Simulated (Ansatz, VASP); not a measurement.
# CuO2: VASP beside Ansatz, part 2 of 2

Aim: how closely do two programs agree when they are given the same cell, functional and k mesh? Of the first pair: The structure shown is the start of the Ansatz relaxation below; VASP solves that cell, so the two are compared at the walk's first step.

VASP 6.6.1 and Ansatz 0.2.0.

So far. Step 4 (Differences): The forces differ by 56 meV/Å r.m.s., which is 23.8 % of the r.m.s. force of 0.235 eV/Å (both taken over all components). With vacuum in the cell, a pressure given here is an average over mostly empty space and none of the material.

## Step 6: Ansatz: relaxation, PBE

Level of this step: Ansatz beside VASP: Kohn-Sham DFT, plane waves, PBE (Ansatz).

This run makes the geometry at which the two programs are then compared.

The structure compared here is the end of the Ansatz relaxation.

Contents of input.yaml:

```yaml
crystal:
  lattice:
    - [2.82523, 0.0, 0.0]
    - [0.0, 4.343424, 0.0]
    - [0.0, 0.0, 20.13762492]
  atoms:
    - { symbol: Cu, position: [0.0, 0.0, 0.54282269] }
    - { symbol: Cu, position: [0.5, 0.5, 0.45717731] }
    - { symbol: O, position: [0.0, 0.5, 0.5201675] }
    - { symbol: O, position: [0.0, 0.5, 0.39726631] }
    - { symbol: O, position: [0.5, 0.0, 0.4798325] }
    - { symbol: O, position: [0.5, 0.0, 0.60273369] }
  periodic: [true, true, false]
kpoints:
  mp_grid: { grid: [9, 6, 1] }
scf:
  occupations: { method: fermi_dirac, width: 0.05 }
hamiltonian:
  xc: pbe
  pseudopotentials: { kind: paw }
output:
  forces: true
  stress: true
relax:
  f_tol: 0.02
  max_steps: 50
  cell: {}
```

The run is started by

```sh
$ ansatz run input.yaml --threads 4 --pin off --max-ram 8192MiB --backend cpu --events-out ev --progress --plain --runs-dir out
```

Numbers of over 12 decimals in the logs are rounded to 6 here.

The log of the run:

```text
[...]
Crystal: 6 atoms, lattice volume = 393.601 Å³
Basis set: ecut = 420 eV, 7705 PW (Γ), exchange–correlation on 40×60×432 points (8 copies of the dense FFT grid, shifted against one another)
Bands: 38, of which v1, the nominal top of the filled ones, is band 31 counted from 1 (30 counted from 0)
Symmetry: 8 space group operations
[...]
cell:  # Å, volume = 384.9203 Å³
    - [2.793035, 0.0, 0.0]
    - [0.0, 4.296595, 0.0]
    - [0.0, 0.0, 32.075250]
  atoms:
    - { symbol: Cu, position: [0, 0, 0.340675] }
    - { symbol: Cu, position: [0.5, 0.500000, 0.287149] }
    - { symbol: O, position: [0, 0.500000, 0.326748] }
    - { symbol: O, position: [0, 0.500000, 0.250538] }
    - { symbol: O, position: [0.5, 0, 0.301077] }
    - { symbol: O, position: [0.5, 0, 0.377286] }
[key lines of the parts left out:]
SCF converged after 8 iterations
Free energy (F): -15510.189894 eV
Fermi energy:    -8.304361 eV
P = ½ c Tr σ = -0.0048 N/m
```

## Step 7: VASP: single point, PBE, relaxed cell, pair 2

The same cell, functional, mesh and smearing now go to VASP, with its own data sets.

Contents of INCAR:

```
SYSTEM = CuO2
PREC = Accurate
ENCUT = 520
EDIFF = 1E-06
NELM = 120
ISMEAR = -1
SIGMA = 0.05
LREAL = .FALSE.
ALGO = Normal
GGA = PE
NBANDS = 29
LASPH = .TRUE.
LORBIT = 11
LWAVE = .FALSE.
LCHARG = .FALSE.
ISIF = 2
LDIPOL = .TRUE.
IDIPOL = 3
DIPOL = 0.5 0.5 0.314
LVHAR = .TRUE.
GGA_COMPAT = .FALSE.
NELMDL = -8
KPAR = 2
```

Contents of POSCAR:

```
CuO2
1.0
    2.7930348982      0.0000000000      0.0000000000
    0.0000000000      4.2965948740      0.0000000000
    0.0000000000      0.0000000000     32.0752500635
Cu O
2 4
Direct
    0.0000000000      0.0000000000      0.3406754699
    0.5000000000      0.5000000000      0.2871489393
    0.0000000000      0.5000000000      0.3267478032
    0.0000000000      0.5000000000      0.2505382231
    0.5000000000      0.0000000000      0.3010766060
    0.5000000000      0.0000000000      0.3772861861
```

Contents of KPOINTS:

```
Automatic mesh
0
Gamma
9 6 1
0 0 0
```

Potentials, in the order of the species: Cu and O (PBE family, release 64).

The run is started by

```sh
$ mpirun -np 2 vasp_std
```

The log of the run:

```text
[... set-up lines as in an earlier step ...]
 entering main loop
       N       E                     dE             d eps       ncg     rms          rms(c)
DAV:   1     0.495491934337E+03    0.49549E+03   -0.17062E+04  1160   0.129E+03
DAV:   2     0.899203421707E+02   -0.40557E+03   -0.36638E+03  1367   0.321E+02
DAV:   3    -0.341185953503E+02   -0.12404E+03   -0.11872E+03  1940   0.182E+02
DAV:   4    -0.457510929050E+02   -0.11632E+02   -0.10970E+02  1567   0.651E+01
[...]
DAV:  27    -0.272453199250E+02   -0.69904E-05   -0.24351E-06  1010   0.136E-02    0.303E-03
DAV:  28    -0.272453212368E+02   -0.13118E-05   -0.39133E-07   850   0.154E-02    0.202E-03
DAV:  29    -0.272453219597E+02   -0.72284E-06   -0.18626E-07   850   0.650E-03
   1 F= -.27245322E+02 E0= -.27219564E+02  d E =-.515155E-01
```

From OUTCAR (step 7):

```text
  Total        0.8709857     -0.0619260      0.5170828      0.0000000      0.0000000      0.0000000
  in kB        3.6253571     -0.2577583      2.1522855      0.0000000      0.0000000      0.0000000
  external PRESSURE =       1.8399614 kB  Pullay stress =       0.0000000 kB

 POSITION                                       TOTAL-FORCE (eV/Angst)
 -----------------------------------------------------------------------------------
      0.00000      0.00000     10.92725         0.000000      0.000000     -0.044290
      1.39652      2.14830      9.21037         0.000000      0.000000      0.044290
      0.00000      2.14830     10.48052         0.000000      0.000000      0.089121
      0.00000      2.14830      8.03608         0.000000      0.000000     -0.149186
      1.39652      0.00000      9.65711         0.000000      0.000000     -0.089121
      1.39652      0.00000     12.10155         0.000000      0.000000      0.149186
 -----------------------------------------------------------------------------------
    total drift:                                0.000000      0.000000     -0.000325

  FREE ENERGIE OF THE ION-ELECTRON SYSTEM (eV)
  ---------------------------------------------------
  free  energy   TOTEN  =       -27.2453219597 eV

  energy  without entropy=      -27.1938064819  energy(sigma->0) =      -27.21956422

[... 1 part as in an earlier step ...]

[... 2 further parts left out ...]
[key lines of the parts left out:]
E-fermi :  -6.5788
```

## Step 8: Differences

What differs besides the data sets and the points named for the pairs above, as far as they apply: the data sets hold 62 valence electrons in Ansatz (on its default PAW (the set named soft_2) files) and 46 in VASP. Total energies have different zeros and are not compared.

Forces (eV/Å; atoms numbered as in POSCAR):

```tsv
atom	Ansatz x, y, z	VASP x, y, z
Cu1	0.000, 0.000, 0.002	0.000, 0.000, -0.044
Cu2	0.000, 0.000, -0.002	0.000, 0.000, 0.044
O3	0.000, 0.000, 0.000	0.000, 0.000, 0.089
O4	0.000, 0.000, 0.001	0.000, 0.000, -0.149
O5	0.000, 0.000, 0.000	0.000, 0.000, -0.089
O6	0.000, 0.000, -0.001	0.000, 0.000, 0.149
```

The forces differ by 60 meV/Å r.m.s., where the r.m.s. force is 0.001 eV/Å in Ansatz and 0.060 eV/Å in VASP: the atoms lie near their places of rest in Ansatz, so a percentage would say little (all taken over all components). With vacuum in the cell, a pressure given here is an average over mostly empty space and none of the material.

## Step 9: What came out

| Item | Value |
| --- | --- |
| r.m.s. force difference (single point, PBE, start cell, pair 1) | 24 % of the r.m.s. force |
| r.m.s. force difference (single point, PBE, relaxed cell, pair 2) | 60 meV/Å |

The r.m.s. force difference is 24 % of the r.m.s. force (single point, PBE, start cell, pair 1), beyond the 3 % picked in this series as the mark of a large difference. The data sets hold unlike numbers of valence electrons (62 in Ansatz and 46 in VASP), so part of the differences comes from the potentials. Single point, PBE, start cell, pair 1, VASP with the data sets Cu_sv_GW and O and a cutoff of 610 eV: r.m.s. force difference goes from 56 to 14 meV/Å. What causes the difference of the single point, PBE, relaxed cell, pair 2 pair stays open here. How closely two codes agree says nothing of how well the functional describes the real material.

[Lines on the potential files, build, host, timing and source positions are cut from VASP's logs without a mark.]

[Logs are printed without paths, hosts, clocks, repeated set-up lines and the standing remarks that a program may print on its own settings, such as how far it seeks lower states.]

[Hosts, paths, dates, database ids (printed as entryN), source tags and the programs' standing remarks are cut or masked in the printed files.]
